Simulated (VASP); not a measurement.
VASP ran on this input.

File POSCAR:
```
TaSb
3.1042520
  0.0000000000   0.9999999952   0.9999999952
  0.9999999952   0.0000000000   0.9999999952
  0.9999999952   0.9999999952   0.0000000000
Ta Sb
1 1
Cart
  0.0000000000   0.0000000000   0.0000000000
  0.4999999976   0.4999999976   0.4999999976
```

**KPOINTS**
```
Automatic mesh
0
Gamma
11 11 11
0 0 0
```

INCAR:
```
PREC  =  Accurate
ISMEAR  =  -5
EDIFF  =  1E-7   # SCF stop (eV)
ISIF  =  2   # forces and stress, cell fixed
ALGO  =  Normal   # blocked Davidson
GGA  =  PS   # PBEsol
LWAVE  =  .FALSE.
SYSTEM  =  TaSb
NELM  =  100   # most electronic steps
LASPH  =  .TRUE.
ENCUT  =  400   # plane-wave cut-off (eV)
LREAL  =  .FALSE.
LMAXMIX  =  6   # l cut-off of mixed one-centre charges
LORBIT  =  11
LCHARG  =  .TRUE.
NEDOS  =  601   # DOS grid
```

POTCAR, in this order: Ta_pv Sb (PBE.64 set). Program: vasp_std.

Problem. Translate this PBEsol calculation to Quantum ESPRESSO's pw.x.

Solution. One equivalent input (not run):
```
&CONTROL
  calculation = 'scf'
  pseudo_dir = './pseudo'
  outdir = './out'
  tprnfor = .true.
  tstress = .true.
/
&SYSTEM
  ibrav = 0
  nat = 2
  ntyp = 2
  ecutwfc = 80
  occupations = 'tetrahedra'
  input_dft = 'pbesol'
/
&ELECTRONS
  conv_thr = 7.3e-09
  electron_maxstep = 100
/
ATOMIC_SPECIES
  Ta 180.948 Ta.upf
  Sb 121.760 Sb.upf
CELL_PARAMETERS angstrom
     0.0000000    3.1042520    3.1042520
     3.1042520    0.0000000    3.1042520
     3.1042520    3.1042520    0.0000000
ATOMIC_POSITIONS crystal
  Ta   0.0000000  0.0000000  0.0000000
  Sb   0.2500000  0.2500000  0.2500000
K_POINTS automatic
  11 11 11 0 0 0
```
Limits of the translation: the potentials are each code's own (VASP's PAW set, PseudoDojo norm-conserving files in pw.x), so ENCUT and ecutwfc are chosen apart and not converted; conv_thr bounds pw.x's estimated SCF error, while EDIFF bounds the energy change between steps.

The structure was generated: TaSb was put into the zinc blende type (F-43m), which need not be its known phase. It was relaxed first, which changed the volume by -34 %.
